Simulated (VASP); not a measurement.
Here is the system:

```
BaTiO3
1.0
    3.98377     0.00000     0.00000
    0.00000     3.98377     0.00000
    0.00000     0.00000     3.98377
Ba Ti O
1 1 3
Cartesian
  0.00000   0.00000   0.00000
  1.99189   1.99189   1.99189
  1.99189   0.00000   1.99189
  0.00000   1.99189   1.99189
  1.99189   1.99189   0.00000
```

Method: PBEsol GGA, VASP's PBE PAW potentials (set 64) (plane waves; VASP 6.6.1). Run with 520 eV cut-off, 5×5×5 Γ-centred mesh, Gaussian smearing of 0.050 eV, potentials Ba_sv Ti_sv O.

Problem. What does the run give for the energy per atom (σ→0)?

Solution. 
```yaml
energy per atom (σ→0): -8.396 eV/atom
```

The compound is BaTiO3 in the cubic perovskite structure, the ideal cubic form; the compound distorts at low or room temperature. It was relaxed first. The start is the result of an earlier pass.
